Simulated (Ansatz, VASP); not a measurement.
# KCeS2 in two plane-wave programs

One calculation is typed for both programs; each brings its own data sets and cutoff. How far apart do they land?

Main program and level: Ansatz 0.2.0; plane waves, with VASP 6.6.1 beside it; single point at PBEsol, DFT+U.

In doubt: a part-filled 4f shell, where there is one, can sit in one of many states, so energies may not be the lowest and differences between runs may mislead; derivatives with an open 4f shell can jump between states, which bears on forces and vibrations.

## 1. Set-up

It takes space group R-3m (No. 166, trigonal). The conventional cell has a = 4.236 Å, b = 4.236 Å, c = 21.975 Å, α = 90.00°, β = 90.00°, γ = 120.00°. K has 6 S at 3.25 Å nearest. Nearest to Ce lie 6 S at 2.88 Å. Nearest to S lie 3 Ce at 2.88 Å and 3 K at 3.25 Å. Farther neighbours and most contacts between anions are not listed.

## 2. Ansatz: single point, PBEsol, DFT+U

Ansatz runs on its default PAW (the set named soft_2) files.

With cell and atoms fixed, the geometry can't cause a difference; cores, projectors, grids and the points listed under the comparison can.

input.yaml

```yaml
crystal:
  lattice:
    - [2.1179186841, 1.2227809224, 7.3250765712]
    - [-2.1179186841, 1.2227809224, 7.3250765712]
    - [0.0, -2.4455618448, 7.3250765712]
  atoms:
    - { symbol: K, position: [0.5, 0.5, 0.5] }
    - { symbol: Ce, position: [0.0, 0.0, 0.0], spin: 1.0 }
    - { symbol: S, position: [0.26388192, 0.26388192, 0.26388192] }
    - { symbol: S, position: [0.73611808, 0.73611808, 0.73611808] }
hamiltonian:
  xc: pbesol
  pseudopotentials: { kind: paw }
  hubbard: { sites: [{ species: Ce, l: f, u_eff: 6.0 }] }
magnetization:
  spin_polarized: true
kpoints:
  mp_grid: { grid: [6, 6, 6] }
scf:
  occupations: { method: fermi_dirac, width: 0.02 }
  n_extra_bands: 7
output:
  forces: true
  stress: true
  eigenvalues: true
  write_density: true
  write_potential: true
  elf: true
  volumetric_format: npy
```

On the command line:

```
$ ansatz run input.yaml --threads 2 --pin off --max-ram 4608MiB --backend cpu --events-out ev --progress --plain --runs-dir out
```

Numbers of over 12 decimals in the logs are rounded to 6 here.

The program printed:

```text
basis.fft_grid_basis auto: the FFT boxes are laid along the combinations [[1, -1, 0], [0, 1, 0], [0, -1, 1]] of the cell's own vectors, 4.236, 7.723 and 4.236 Å long. The dense box has 30×54×30 points. Along the cell's own vectors, as sized, it would have 54×54×54, 3.24 times as many. Of the 12 symmetry operations that the crystal satisfies within crystal.symmetry.tolerance (time reversal apart; of a slab, those that [...]
K: projections on atomic orbitals take those of the free atom [Ne] 3s2 3p6 4s1, of charge +0.00 (hamiltonian.pseudopotentials.projection_atoms); the dataset's partial waves leave at most 2.3e-7 of an orbital's norm unspanned inside its sphere
Ce: projections on atomic orbitals take those of the free atom [Kr 4d10] 4f1 5s2 5p6 5d1 6s2, of charge +0.00 (hamiltonian.pseudopotentials.projection_atoms); the dataset's partial waves leave at most 1.4e-5 of an orbital's norm unspanned inside its sphere
S: projections on atomic orbitals take those of the free atom [Ne] 3s2 3p4, of charge +0.00 (hamiltonian.pseudopotentials.projection_atoms); the dataset's partial waves leave at most 1.6e-7 of an orbital's norm unspanned inside its sphere
scf.n_extra_bands = 7 over 17 filled bands (N_el = 33.0): the run solves 24 bands
Engine: ansatz 0.2.0, aarch64-unknown-linux-gnu
Pseudopotentials: kind: paw
Pseudopotential: K, paw, valence charge 9, recommended cutoff 420 eV (normal), K.paw.azcp
Pseudopotential: Ce, paw, valence charge 12, recommended cutoff 420 eV (normal), Ce.paw.azcp
Pseudopotential: S, paw, valence charge 6, recommended cutoff 420 eV (normal), S.paw.azcp
Functional definition: PBEsol
  exchange = pbesol_x
  correlation = pbesol_c
Crystal: 4 atoms, lattice volume = 113.821 Å³
Basis set: ecut = 420 eV, 2209 PW (Γ), FFT grids on a1−a2, a2, −a2+a3, exchange–correlation on 60×108×60 points (8 copies of the dense FFT grid, shifted against one another)
Bands: 32, of which v1, the nominal top of the filled ones, is band 17 counted from 1 (16 counted from 0)
Symmetry: 12 space group operations
Space group: R-3m (ITA 166), of the structure as read, at distance tolerance 4.8e-5 Å
Magnetic group: BNS 166.97 (UNI 1327), of the structure as read, at distance tolerance 4.8e-5 Å
k-points: 32 of 216
Non-local potential: K, projectors of the file, l = 0: 3, l = 1: 2, l = 2: 2
Non-local potential: Ce, projectors of the file, l = 0: 3, l = 1: 2, l = 2: 2, l = 3: 3
Non-local potential: S, projectors of the file, l = 0: 2, l = 1: 2, l = 2: 2
PAW form: soft (Blöchl's): semilocal exchange-correlation on the pseudo side does not see the compensation charge
PAW frozen core: K, regenerated for the run's functional, and the local potential with it (the file was generated under x = pbe(κ = 0.804, μ = 0.219515), c = pbe(β = 0.066725))
PAW frozen core: Ce, regenerated for the run's functional, and the local potential with it (the file was generated under x = pbe(κ = 0.804, μ = 0.219515), c = pbe(β = 0.066725))
PAW frozen core: S, regenerated for the run's functional, and the local potential with it (the file was generated under x = pbe(κ = 0.804, μ = 0.219515), c = pbe(β = 0.066725))
PAW one-centre angular grid: K, 110 points (default); XC on 64 Gauss nodes
PAW one-centre angular grid: Ce, 590 points (default); XC on 64 Gauss nodes
PAW one-centre angular grid: S, 110 points (default); XC on 64 Gauss nodes
Initial density: superposition of atomic densities (chi_scale 0.1, normalization cell, long waves kept (reshape's long-wave potential 0.06 eV rms))
Initial wavefunctions: pseudopotential atomic-orbital guess
Functional: x = pbesol(κ = 0.804, μ = 0.123457), c = pbesol(β = 0.046)
SCF iter   1: F=—  HF=-9777.992254 eV  |F-HF|=—  |Δ(HF+E_count)|=         —  Δρ=5.78e-2 (↑2.16e-2 ↓5.78e-2)  dr2=2.72e0  dr2_m=5.36e-1  M=1.000 μB ∫|m|=1.022 μB  β_m=0.30  ethr=3.10e-3  ⟨swp⟩=6.2  Hψ=10201  notcnv=0  defer=18
preconditioner: auto → Kerker (q_TF=auto, 2.220 Å⁻¹)  [metal: Δε(μ)=0.006 eV  Ē_g=13.832 eV  σ=0.020 eV  W_gap=0.08  n_scr=22 (ndim 8)  ℏωp=18.7 eV  f_vac=0.001  D(μ)=4.74/eV (n_scr^D=36)]
spin=Collinear: Kerker preconditioning applied to the charge; magnetization (m = ρ↑ − ρ↓) channel mixes plain (no charge-response kernel on spin).
SCF iter   2: F=—  HF=-9777.455204 eV  |F-HF|=—  |Δ(HF+E_count)|=   5.37e-1  Δρ=4.12e-2 (↑1.53e-2 ↓4.12e-2)  dr2=1.45e0  dr2_m=2.84e-1  M=1.000 μB ∫|m|=1.022 μB  β_m=0.65  ethr=3.10e-3  ⟨swp⟩=3.2  Hψ=4243  notcnv=0
SCF iter   3: F=—  HF=-9777.035724 eV  |F-HF|=—  |Δ(HF+E_count)|=   4.19e-1  Δρ=3.06e-3 (↑3.06e-3 ↓2.85e-3)  dr2=8.61e-2  dr2_m=1.34e-4  M=1.000 μB ∫|m|=1.021 μB  β_m=0.82  ethr=3.10e-3  ⟨swp⟩=4.0  Hψ=5752  notcnv=0
SCF iter   4: F=—  HF=-9777.048579 eV  |F-HF|=—  |Δ(HF+E_count)|=   1.29e-2  Δρ=1.21e-3 (↑1.21e-3 ↓9.63e-4)  dr2=1.27e-2  dr2_m=9.66e-5  M=1.000 μB ∫|m|=1.033 μB  β_m=0.91  ethr=2.61e-4  ⟨swp⟩=3.2  Hψ=4184  notcnv=0
SCF iter   5: F=—  HF=-9777.050609 eV  |F-HF|=—  |Δ(HF+E_count)|=   2.03e-3  Δρ=4.20e-4 (↑3.77e-4 ↓4.20e-4)  dr2=1.47e-3  dr2_m=7.07e-6  M=1.000 μB ∫|m|=1.041 μB  β_m=0.95  ethr=3.86e-5  ⟨swp⟩=3.2  Hψ=4319  notcnv=0
SCF iter   6: F=—  HF=-9777.051220 eV  |F-HF|=—  |Δ(HF+E_count)|=   6.11e-4  Δρ=1.37e-4 (↑1.37e-4 ↓1.13e-4)  dr2=1.32e-4  dr2_m=5.31e-7  M=1.000 μB ∫|m|=1.047 μB  β_m=0.98  ethr=4.46e-6  ⟨swp⟩=2.6  Hψ=3823  notcnv=0
SCF iter   7: F=—  HF=-9777.051250 eV  |F-HF|=—  |Δ(HF+E_count)|=   2.99e-5  Δρ=3.99e-5 (↑3.54e-5 ↓3.99e-5)  dr2=1.48e-5  dr2_m=1.28e-7  M=1.000 μB ∫|m|=1.047 μB  β_m=0.99  ethr=4.00e-7  ⟨swp⟩=2.3  Hψ=3214  notcnv=0
Bands: 24, of which v1, the nominal top of the filled ones, is band 17 counted from 1 (16 counted from 0)
Initial density: handed on by an earlier stage of this run
SCF iter   1: F=—  HF=-9777.093304 eV  |F-HF|=—  |Δ(HF+E_count)|=         —  Δρ=1.26e-2 (↑1.26e-2 ↓2.22e-4)  dr2=3.80e-2  dr2_m=4.26e-2  M=1.000 μB ∫|m|=1.092 μB  ethr=3.03e-6  ⟨swp⟩=9.1  Hψ=10313  notcnv=0  defer=10
iteration 1: the SCF starts in the orbital order of the open f shells that the search before it chose, by its bands or by converging an SCF in each of two, with that order's moments; no other order was found more than 0.2 meV higher (one found slightly lower counts as degenerate)
preconditioner: auto → Resta (q_TF=auto, 2.220 Å⁻¹)  ε∞=3.8  [insulator: Δε(μ)=1.507 eV  Ē_g=11.277 eV  σ=0.020 eV  W_gap=1.00  n_scr=22 (ndim 8)  ℏωp=18.7 eV  f_vac=0.030  D(μ)=0.00/eV (n_scr^D=0)  ε∞_Penn≈3.8]
spin=Collinear: Resta preconditioning applied to the charge; magnetization (m = ρ↑ − ρ↓) channel mixes plain (no charge-response kernel on spin).
SCF iter   2: F=—  HF=-9777.100091 eV  |F-HF|=—  |Δ(HF+E_count)|=   6.79e-3  Δρ=9.31e-4 (↑7.38e-4 ↓9.31e-4)  dr2=2.99e-3  dr2_m=2.18e-4  M=1.000 μB ∫|m|=1.089 μB  β_m=0.30  ethr=3.03e-6  ⟨swp⟩=4.5  Hψ=5360  notcnv=0
SCF iter   3: F=—  HF=-9777.099562 eV  |F-HF|=—  |Δ(HF+E_count)|=   5.29e-4  Δρ=6.41e-4 (↑4.23e-4 ↓6.41e-4)  dr2=8.33e-4  dr2_m=1.19e-4  M=1.000 μB ∫|m|=1.089 μB  β_m=0.48  ethr=3.03e-6  ⟨swp⟩=2.8  Hψ=2556  notcnv=0  defer=3
SCF iter   4: F=—  HF=-9777.099456 eV  |F-HF|=—  |Δ(HF+E_count)|=   1.06e-4  Δρ=2.18e-4 (↑7.86e-5 ↓2.18e-4)  dr2=2.20e-5  dr2_m=1.56e-5  M=1.000 μB ∫|m|=1.088 μB  β_m=0.69  ethr=2.52e-6  ⟨swp⟩=2.6  Hψ=2580  notcnv=0  defer=3
SCF iter   5: F=—  HF=-9777.099475 eV  |F-HF|=—  |Δ(HF+E_count)|=   1.95e-5  Δρ=2.29e-5 (↑1.85e-5 ↓2.29e-5)  dr2=4.47e-7  dr2_m=3.31e-7  M=1.000 μB ∫|m|=1.088 μB  β_m=0.79  ethr=6.66e-8  ⟨swp⟩=2.1  Hψ=2570  notcnv=0  defer=3
SCF iter   6: F=—  HF=-9777.099476 eV  |F-HF|=—  |Δ(HF+E_count)|=   1.13e-6  Δρ=7.86e-6 (↑7.86e-6 ↓4.51e-6)  dr2=4.15e-8  dr2_m=2.31e-8  M=1.000 μB ∫|m|=1.088 μB  β_m=0.89  ethr=3.03e-10  ⟨swp⟩=11.3  Hψ=12172  notcnv=0
SCF iter   7: F=—  HF=-9777.099477 eV  |F-HF|=—  |Δ(HF+E_count)|=   6.63e-7  Δρ=5.08e-6 (↑5.08e-6 ↓2.15e-6)  dr2=1.04e-8  dr2_m=1.04e-8  M=1.000 μB ∫|m|=1.088 μB  β_m=0.95  ethr=1.26e-10  ⟨swp⟩=9.5  Hψ=10421  notcnv=0
SCF iter   8: F=-9777.099477 eV  HF=-9777.099477 eV  |F-HF|=1.17e-8  |Δ(HF+E_count)|=   5.98e-7  Δρ=2.39e-6 (↑2.39e-6 ↓1.64e-6)  dr2=1.57e-8  dr2_m=2.00e-9  M=1.000 μB ∫|m|=1.088 μB  ethr=3.15e-11  ⟨swp⟩=10.4  Hψ=10854  notcnv=0
SCF 1 converged in 8 iterations: F = -9777.099477 eV  dr2 = 1.57e-8
  greatest PAW one-centre occupation: 0.987 electrons in one spin orbital (limit 2), on the K atom at site 0 (counted from 0), in its partial waves of l = 0
SCF converged after 15 iterations (7 of them in the search for the orbital order of the open f shells)
Magnetization: 1.0000 μB (17.0000 up, 16.0000 down)
Absolute magnetization: 1.0684 μB (∫|ρ↑−ρ↓|, with the PAW one-centre terms)
Spin contamination: 0.0010 ħ² per cell (⟨S²⟩ above its minimum at these occupations)
Per-site moments (μB) at R_I (Å): [(-0.000578587, 1.339493), (0.975649, 1.189123), (-0.011771, 1.189123), (-0.011771, 1.189123)]
Free energy (F): -9777.099477 eV
Harris-Foulkes:  -9777.099477 eV  (|F-HF|=1.17e-8)
Internal energy: -9777.099477 eV  (E = F + TS)
E sigma→0 (E₀):  -9777.099477 eV
Fermi energy:    6.577043 eV
--- Per-component energies (eV) ---
  E_band       = -168.557038
  E_kinetic    = 835.162042
  E_local      = -1370.940625  (includes V_loc(G=0)·N_el)
  E_nonlocal   = 34.359015
  E_hartree    = 463.381040
  E_xc         = -546.877138
  E_vxc        = -584.724392  (∫ρ·V_xc dr)
  E_hubbard    = 0.321091  (on-site DFT+U / exact-exchange correction)
  E_vhub       = -2.670687  (the Hubbard potential's part of the band-sum identity)
  E_paw        = -7320.862575  (= ΣΔE_a)
  E_vpaw       = -6.506026  (= ΣTr[D̂ρ^β])
  E_aug_tail   = 0.000000  (compensation charges beyond the density's cutoff)
  E_ewald      = -1872.100407
  E_core_change = 0.458079  (= ΣΔE_core)
  E_smearing   = -0.000000  (= −TS)
  E_closure    = 0.000000  (closes the sum)
  Σ components = -9777.099477   (vs F -9777.099477, Δ=0.00e0)
--- Forces (eV/Å), atoms counted from 1 ---
  atom   1  K      0.00000000     0.00000000     0.00000000
  atom   2  Ce    -0.00000000     0.00000000     0.00000000
  atom   3  S     -0.00000000     0.00000000     0.02460238
  atom   4  S      0.00000000    -0.00000000    -0.02460238
  max |Σ_I F_I| component: 2.76e-29 eV/Å
--- Stress (GPa, compression-positive) ---
       -1.045047       0.000000      -0.000000
        0.000000      -1.045047       0.000000
       -0.000000       0.000000      -0.916136
  P = ⅓ Tr σ = -1.0021 GPa (-10.021 kbar)
--- Band table (eV; the first three rows and the last of 64) ---
  k-point 0 ↑: bands = [... 13 lower, 3.9507, 5.2329, 5.4270, 5.4270, 8.8143, 8.8143, 9.2365, 9.3356, ... 3 higher]
  k-point 1 ↑: bands = [... 13 lower, 4.0266, 4.6689, 5.2222, 5.2906, 8.6474, 9.2309, 9.4900, 9.8552, ... 3 higher]
  k-point 2 ↑: bands = [... 13 lower, 4.1132, 4.2811, 5.0164, 5.0466, 8.3213, 9.7550, 9.9037, 9.9453, ... 3 higher]
  k-point 31 ↓: bands = [... 13 lower, 4.4434, 5.3257, 5.3257, 9.0785, 9.0785, 9.3984, 10.2864, 10.8108, ... 3 higher]
Occupation matrices written to <dir>
```

It took 27 s on 2 threads of Arm Neoverse V2, shared host; peak memory 0.52 GiB; 50 s of CPU time.

In the SCF lines HF is the Harris–Foulkes energy and dr2 the Hartree energy of the density residual, in eV; the loop may stop once dr2 is under the threshold and the program's other checks hold. Hψ counts applications of the Hamiltonian.

The run ends at a pressure of -1.00 GPa, with forces up to 0.025 eV/Å.

(Continued in part 2 of 2.)

[Lines on the potential files, build, host, timing and source positions are cut from VASP's logs without a mark.]

[Logs are printed without paths, hosts, clocks, repeated set-up lines and the standing remarks that a program may print on its own settings, such as how far it seeks lower states.]

[Hosts, paths, dates, database ids (printed as entryN), source tags and the programs' standing remarks are cut or masked in the printed files.]
